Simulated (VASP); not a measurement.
A convergence study with VASP on LiCl: one setting is varied, all else stays as given below, so the limit is that of these other settings.

```yaml
crystal:
  lattice:
    - [3.64543, 0.00000, 0.00000]
    - [-3.64543, 3.64543, 0.00000]
    - [0.00000, 0.00000, 21.73310]
  atoms:
    - { symbol: Cl, position: [0.00000, 0.50000, 0.44070] }
    - { symbol: Cl, position: [0.00000, 0.00000, 0.32209] }
    - { symbol: Cl, position: [0.00000, 0.50000, 0.67791] }
    - { symbol: Cl, position: [0.00000, 0.00000, 0.55930] }
    - { symbol: Li, position: [0.00000, 0.00000, 0.44070] }
    - { symbol: Li, position: [0.00000, 0.50000, 0.32209] }
    - { symbol: Li, position: [0.00000, 0.00000, 0.67791] }
    - { symbol: Li, position: [0.00000, 0.50000, 0.55930] }
```

The numbers are results of PBEsol GGA, VASP's PBE PAW potentials (set 64) (plane waves; VASP), not measurements. The tightest run used: 800 eV cut-off, 9×9×1 Γ-centred mesh, Fermi-Dirac smearing of 0.050 eV, potentials Cl Li_sv.

Gaps are read on the run's mesh, which can miss a band edge.

### Question
The settings run are ENCUT = 200; ENCUT = 240; ENCUT = 280; ENCUT = 340; ENCUT = 480; ENCUT = 600; ENCUT = 800. From which on does the gap on the mesh stay within 0.05 eV of the tightest run?

### Answer
From ENCUT = 480 on: it is off by 0.003 there and by no more than 0.05 in any finer run, while ENCUT = 340 is off by 0.093.
```csv
setting,E (eV/atom),gap on the mesh (eV),plane waves,difference judged (eV)
ENCUT = 200,-5.9710,5.620,1876,0.168
ENCUT = 240,-4.8815,5.657,2475,0.206
ENCUT = 280,-4.2414,5.648,3101,0.196
ENCUT = 340,-3.8878,5.545,4153,0.093
ENCUT = 480,-3.7692,5.455,6965,0.003
ENCUT = 600,-3.7683,5.454,9673,0.003
ENCUT = 800,-3.7672,5.451,14921,0.000
```

Left out are rungs that failed or repeat a setting and relaxations that didn't move; long series are thinned to 24 rows.

The cell is a sheet or thin cut with vacuum, built from a generated structure.
